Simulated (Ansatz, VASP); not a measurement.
# SnSe2 in two plane-wave programs

Aim: how closely do two programs agree when they are given the same cell, functional and k mesh? The cell is taken from a series of runs on this material, whose earlier steps may have relaxed, scaled, displaced or heated it; both programs get it as it stands.

Method: plane waves, with VASP 6.6.1 beside it; zone-centre phonons at r2SCAN with rVV10, in Ansatz 0.2.0.

## Step 1: Starting point

Symmetry: P-3m1, No. 164, trigonal system. Conventional cell: a = 3.826 Å, b = 3.826 Å, c = 6.232 Å, α = 90.00°, β = 90.00°, γ = 120.00°. Nearest to Sn lie 6 Se at 2.71 Å. Nearest to Se lie 3 Sn at 2.71 Å. Farther neighbours and most contacts between anions are not listed.

## Step 2: Ansatz: zone-centre phonons, r2SCAN with rVV10

Ansatz runs on its default PAW (the set named soft_2) files.

Second derivatives magnify differences that forces hide, and they need a tight electronic threshold.

input.yaml reads:

```yaml
crystal:
  lattice:
    - [3.8256576499, 0.0, 0.0]
    - [-1.9128288249, 3.313116711, 0.0]
    - [0.0, 0.0, 6.2320813728]
  atoms:
    - { symbol: Sn, position: [0.0, 0.0, 0.0] }
    - { symbol: Se, position: [0.3333333333, 0.6666666667, 0.2529204829] }
    - { symbol: Se, position: [0.6666666667, 0.3333333333, 0.7470795171] }
kpoints:
  mp_grid: { grid: [12, 12, 6] }
hamiltonian:
  xc: r2scan
  dispersion: rvv10
scf:
  occupations: { method: fixed }
output:
  eigenvalues: true
phonons:
  method: fd
  supercell: [1, 1, 1]
```

Started as:

```sh
> ansatz run input.yaml --threads 4 --pin off --max-ram 14336MiB --backend cpu --events-out ev --progress --plain --runs-dir out
```

Numbers of over 12 decimals in the logs are rounded to 6 here.

The log of the run:

```text
Engine: ansatz 0.2.0, aarch64-unknown-linux-gnu
Pseudopotentials: kind: paw
Pseudopotential: Sn, paw, valence charge 14, recommended cutoff 500 eV (meta_gga), Sn.paw.azcp
Pseudopotential: Se, paw, valence charge 16, recommended cutoff 500 eV (meta_gga), Se.paw.azcp
Functional definition: r2SCAN+rVV10
  parameter k0 = 0.174
  parameter k1 = 0.065
  parameter a1 = 4.9479
  exchange = r2scan_x(k0 = k0, k1 = k1, a1 = a1)
  correlation = r2scan_c + rvv10(11.95, 0.0093)
Crystal: 3 atoms, lattice volume = 78.991 Å³
Basis set: ecut = 500 eV, 1985 PW (Γ), exchange–correlation on 160×160×270 points (125 copies of the dense FFT grid, shifted against one another)
Bands: 28, of which v1, the nominal top of the filled ones, is band 23 counted from 1 (22 counted from 0)
Symmetry: 12 space group operations
k-points: 100 of 864
Non-local potential: Sn, projectors of the file, l = 0: 2, l = 1: 2, l = 2: 2, l = 3: 2
Non-local potential: Se, projectors of the file, l = 0: 2, l = 1: 2, l = 2: 3, l = 3: 1
PAW form: soft (Blöchl's): semilocal exchange-correlation on the pseudo side does not see the compensation charge
rVV10 density: all electrons in the spheres
PAW frozen core: Sn, regenerated for the run's functional (the file was generated under x = pbe(κ = 0.804, μ = 0.219515), c = pbe(β = 0.066725))
PAW frozen core: Se, regenerated for the run's functional (the file was generated under x = pbe(κ = 0.804, μ = 0.219515), c = pbe(β = 0.066725))
PAW one-centre angular grid: Sn, 590 points (default); XC on 249 of its mesh's 2787 points in the sphere
PAW one-centre angular grid: Se, 590 points (default); XC on 160 Gauss nodes
Initial density: superposition of atomic densities (neutral atoms: chi_scale 0, normalization atom), corrected by the library's trained network
Initial wavefunctions: pseudopotential atomic-orbital guess
Functional: x = r2scan, c = r2scan + rvv10(b = 11.95, C = 0.0093); τ floored in thin density (d = 2e-4 eV/Å³)
SCF iter   1: F=—  HF=-16991.630306 eV  |F-HF|=—  |Δ(HF+E_count)|=         —  Δρ=6.12e-3  dr2=5.22e-2  dr2_τ=6.39e-3  ethr=1.77e-3  ⟨swp⟩=5.0  Hψ=10222  notcnv=0  defer=291
preconditioner: auto → Resta (q_TF=auto, 2.493 Å⁻¹)  ε∞=2.6  [insulator: Δε(μ)=0.974 eV  Ē_g=16.825 eV  n_scr=22 (ndim 8)  ℏωp=21.3 eV  f_vac=0.079  ε∞_Penn≈2.6]
SCF iter   2: F=—  HF=-16991.647041 eV  |F-HF|=—  |Δ(HF+E_count)|=   1.67e-2  Δρ=2.90e-3  dr2=4.81e-3  dr2_τ=2.22e-4  ethr=1.13e-4  ⟨swp⟩=2.7  Hψ=5634  notcnv=0  defer=297
SCF iter   3: F=—  HF=-16991.647820 eV  |F-HF|=—  |Δ(HF+E_count)|=   7.80e-4  Δρ=1.13e-3  dr2=6.56e-4  dr2_τ=1.59e-5  ethr=1.05e-5  ⟨swp⟩=2.6  Hψ=4365  notcnv=0  defer=296
SCF iter   4: F=—  HF=-16991.647915 eV  |F-HF|=—  |Δ(HF+E_count)|=   9.42e-5  Δρ=2.11e-4  dr2=2.15e-5  dr2_τ=8.83e-7  ethr=1.43e-6  ⟨swp⟩=2.4  Hψ=4340  notcnv=0  defer=296
SCF iter   5: F=—  HF=-16991.647918 eV  |F-HF|=—  |Δ(HF+E_count)|=   3.33e-6  Δρ=6.71e-5  dr2=2.12e-6  dr2_τ=4.53e-8  ethr=4.68e-8  ⟨swp⟩=2.0  Hψ=4987  notcnv=0  defer=101
SCF iter   6: F=—  HF=-16991.647919 eV  |F-HF|=—  |Δ(HF+E_count)|=   1.26e-6  Δρ=6.08e-6  dr2=3.56e-8  dr2_τ=3.73e-10  ethr=4.60e-9  ⟨swp⟩=2.4  Hψ=3990  notcnv=0  defer=101
SCF iter   7: F=—  HF=-16991.647919 eV  |F-HF|=—  |Δ(HF+E_count)|=   2.05e-8  Δρ=1.66e-6  dr2=4.01e-9  dr2_τ=1.45e-10  ethr=7.73e-11  ⟨swp⟩=2.5  Hψ=4842  notcnv=0  defer=101
SCF iter   8: F=—  HF=-16991.647919 eV  |F-HF|=—  |Δ(HF+E_count)|=   1.28e-9  Δρ=3.74e-7  dr2=9.56e-11  dr2_τ=2.34e-12  ethr=8.71e-12  ⟨swp⟩=2.6  Hψ=5009  notcnv=0  defer=101
SCF iter   9: F=-16991.647919 eV  HF=-16991.647919 eV  |F-HF|=0.00e0  |Δ(HF+E_count)|=  2.18e-11  Δρ=8.46e-8  dr2=6.83e-12  dr2_τ=1.90e-13  ethr=1.00e-12  ⟨swp⟩=10.1  Hψ=14808  notcnv=0
SCF 1 converged in 9 iterations: F = -16991.647919 eV  dr2 = 6.83e-12
  greatest PAW one-centre occupation: 1.000 electrons in one spin orbital (limit 2), on the Se atom at site 2 (counted from 0), in its partial waves of l = 2
rVV10 density: all electrons in the spheres
Initial density: handed on by an earlier stage of this run
Initial wavefunctions: those handed on with the density
iter 1 solved again at ethr=1.00e-12 eV; its pass at ethr=3.10e-3 eV (dr2=6.72e-12 eV) is discarded
[...]
preconditioner: auto → Resta (q_TF=auto, 2.493 Å⁻¹)  ε∞=2.6  [insulator: Δε(μ)=0.933 eV  Ē_g=16.874 eV  n_scr=22 (ndim 8)  ℏωp=21.3 eV  f_vac=0.082  ε∞_Penn≈2.6]
[...]
SCF 2 converged in 2 iterations: F = -16991.647919 eV  dr2 = 2.31e-12
Symmetry: 2 space group operations
k-points: 242 of 864 (time reversal used)
rVV10 density: all electrons in the spheres
[...]
preconditioner: auto → Resta (q_TF=auto, 2.493 Å⁻¹)  ε∞=2.6  [insulator: Δε(μ)=0.933 eV  Ē_g=16.875 eV  n_scr=22 (ndim 8)  ℏωp=21.3 eV  f_vac=0.082  ε∞_Penn≈2.6]
[...]
SCF 3 converged in 7 iterations: F = -16991.647892 eV  dr2 = 1.80e-12
  greatest PAW one-centre occupation: 1.000 electrons in one spin orbital (limit 2), on the Se atom at site 1 (counted from 0), in its partial waves of l = 2
rVV10 density: all electrons in the spheres
[...]
preconditioner: auto → Resta (q_TF=auto, 2.493 Å⁻¹)  ε∞=2.6  [insulator: Δε(μ)=0.929 eV  Ē_g=16.873 eV  n_scr=22 (ndim 8)  ℏωp=21.3 eV  f_vac=0.082  ε∞_Penn≈2.6]
SCF iter   2: F=—  HF=-16991.647901 eV  |F-HF|=—  |Δ(HF+E_count)|=   2.55e-7  Δρ=2.68e-5  dr2=5.96e-7  dr2_τ=1.47e-8  ethr=7.86e-9  ⟨swp⟩=2.0  Hψ=7649  notcnv=0  defer=245
SCF iter   3: F=—  HF=-16991.647901 eV  |F-HF|=—  |Δ(HF+E_count)|=   7.95e-8  Δρ=8.93e-6  dr2=7.85e-8  dr2_τ=2.70e-9  ethr=1.30e-9  ⟨swp⟩=2.0  Hψ=11755  notcnv=0  defer=245
SCF iter   4: F=—  HF=-16991.647901 eV  |F-HF|=—  |Δ(HF+E_count)|=   1.60e-8  Δρ=2.62e-6  dr2=6.09e-9  dr2_τ=1.52e-10  ethr=1.71e-10  ⟨swp⟩=2.0  Hψ=12100  notcnv=0  defer=245
SCF iter   5: F=—  HF=-16991.647901 eV  |F-HF|=—  |Δ(HF+E_count)|=   1.51e-9  Δρ=9.20e-7  dr2=5.83e-10  dr2_τ=1.48e-11  ethr=1.32e-11  ⟨swp⟩=2.0  Hψ=12100  notcnv=0  defer=245
SCF iter   6: F=—  HF=-16991.647901 eV  |F-HF|=—  |Δ(HF+E_count)|=  3.35e-10  Δρ=2.48e-7  dr2=7.89e-11  dr2_τ=3.91e-12  ethr=1.27e-12  ⟨swp⟩=2.0  Hψ=11616  notcnv=0  defer=245
SCF iter   7: F=-16991.647901 eV  HF=-16991.647901 eV  |F-HF|=7.28e-12  |Δ(HF+E_count)|=    0.00e0  Δρ=7.63e-8  dr2=3.57e-12  dr2_τ=1.65e-13  ethr=1.00e-12  ⟨swp⟩=4.8  Hψ=33329  notcnv=0
SCF 4 converged in 7 iterations: F = -16991.647901 eV  dr2 = 3.57e-12
rVV10 density: all electrons in the spheres
iter 1 solved again at ethr=1.14e-12 eV; its pass at ethr=3.10e-3 eV (dr2=5.24e-10 eV) is discarded
SCF iter   1: F=—  HF=-16991.647904 eV  |F-HF|=—  |Δ(HF+E_count)|=         —  Δρ=1.42e-6  dr2=5.45e-10  dr2_τ=8.52e-10  ethr=1.14e-12  ⟨swp⟩=3.0  Hψ=34360  notcnv=0  defer=242
preconditioner: auto → Resta (q_TF=auto, 2.493 Å⁻¹)  ε∞=2.6  [insulator: Δε(μ)=0.935 eV  Ē_g=16.876 eV  n_scr=22 (ndim 8)  ℏωp=21.3 eV  f_vac=0.082  ε∞_Penn≈2.6]
SCF iter   2: F=—  HF=-16991.647904 eV  |F-HF|=—  |Δ(HF+E_count)|=   4.51e-9  Δρ=7.20e-7  dr2=1.22e-10  dr2_τ=5.64e-11  ethr=1.14e-12  ⟨swp⟩=2.0  Hψ=8470  notcnv=0  defer=242
SCF iter   3: F=-16991.647904 eV  HF=-16991.647904 eV  |F-HF|=7.28e-12  |Δ(HF+E_count)|=  9.68e-10  Δρ=1.02e-7  dr2=4.98e-12  dr2_τ=4.84e-13  ethr=1.00e-12  ⟨swp⟩=5.0  Hψ=32504  notcnv=0
SCF 5 converged in 3 iterations: F = -16991.647904 eV  dr2 = 4.98e-12
SCF converged after 2 iterations
Free energy (F): -16991.647919 eV
Harris-Foulkes:  -16991.647919 eV  (|F-HF|=3.64e-12)
Internal energy: -16991.647919 eV  (E = F + TS)
E sigma→0 (E₀):  -16991.647919 eV
Fermi energy:    7.471853 eV
--- Per-component energies (eV) ---
  E_band       = -908.985386
  E_kinetic    = 424.262267
  E_local      = -6111.171946  (includes V_loc(G=0)·N_el)
  E_nonlocal   = -1221.898392
  E_hartree    = 3127.306029
  E_xc         = -564.972390
  E_vxc        = -312.515691  (∫ρ·V_xc dr)
  E_paw        = -8015.002016  (= ΣΔE_a)
  E_vpaw       = 41.049655  (= ΣTr[D̂ρ^β])
  E_aug_tail   = -0.000419  (compensation charges beyond the density's cutoff)
  E_vtau       = 16.677088  (kinetic-family band-sum trace: ∫τ·v_τ [+ j·A + Jᵃ·Aᵃ] dr)
  E_ewald      = -4627.376833
  E_core_change = -2.794221  (= ΣΔE_core)
  E_smearing   = -0.000000  (= −TS)
  E_closure    = 0.000000  (closes the sum)
  Σ components = -16991.647919   (vs F -16991.647919, Δ=0.00e0)
--- Forces (eV/Å), atoms counted from 1 ---
  atom   1  Sn     0.00000000    -0.00000000     0.00000000
  atom   2  Se    -0.00000000    -0.00000000    -0.00087058
  atom   3  Se     0.00000000     0.00000000     0.00087058
  max |Σ_I F_I| component: 4.63e-18 eV/Å
--- Band table (eV; the first three rows and the last of 100) ---
  k-point 0: bands = [... 19 lower, 6.8895, 7.1684, 7.1684, 7.3616, 8.8816, 11.0179, 12.5222, 12.5222, ... 1 higher]
  k-point 1: bands = [... 19 lower, 6.8559, 6.8559, 7.2162, 7.2162, 9.3813, 11.0160, 12.4530, 12.4530, ... 1 higher]
  k-point 2: bands = [... 19 lower, 6.8074, 6.8074, 7.2939, 7.2939, 10.0133, 10.9905, 12.3205, 12.3205, ... 1 higher]
  k-point 99: bands = [... 19 lower, 3.3309, 3.7800, 7.0606, 7.0606, 10.0905, 12.4835, 12.4835, 13.9704, ... 1 higher]
--- Phonons: 3 displaced members + reference (amplitude 0.0025 Å, Σ member SCF iterations 17) ---
  symmetry images taken by strict's conditions (phonons.symmetry_images: auto; settled by a nonlocal correlation, of whose share no term of the forces tells)
  ASR residual: 5.442e-4 → 0.000e0 eV/Å²; symmetrization residual: 3.364e-4 eV/Å²
  largest component of a force at the reference: 8.7e-4 eV/Å
  ASR residual per site (eV/Å²): 5.44e-4 4.26e-4 4.26e-4
  Γ frequencies (cm⁻¹): 0.00 0.00 0.00 122.24 122.24 147.40 147.40 189.85 250.28
  density of states and harmonic sums: on the 19×19×10 q-mesh, interpolated from the force constants of a 1×1×1 supercell (no non-analytic term)
  largest difference from the sums on the solved wave vectors: F 5.85e-1 eV, S 8.43e-4 and C_V 2.58e-4 eV/K
  zero-point energy: 0.072634 eV/cell   skipped modes (ω ≤ 0): 3   left out of the sums: 9.23e-5 of the cell's modes: C_V's classical limit lies that fraction below 3 k_B per atom; for a crystal, a wire or a layer, F and S can be off by more, and a phonons.interpolated_qmesh denser along its periods is the remedy for the sampling
```

[end of part 1 of 3]

[Lines on the potential files, build, host, timing and source positions are cut from VASP's logs without a mark.]

[Logs are printed without paths, hosts, clocks, repeated set-up lines and the standing remarks that a program may print on its own settings, such as how far it seeks lower states.]

[Hosts, paths, dates, database ids (printed as entryN), source tags and the programs' standing remarks are cut or masked in the printed files.]
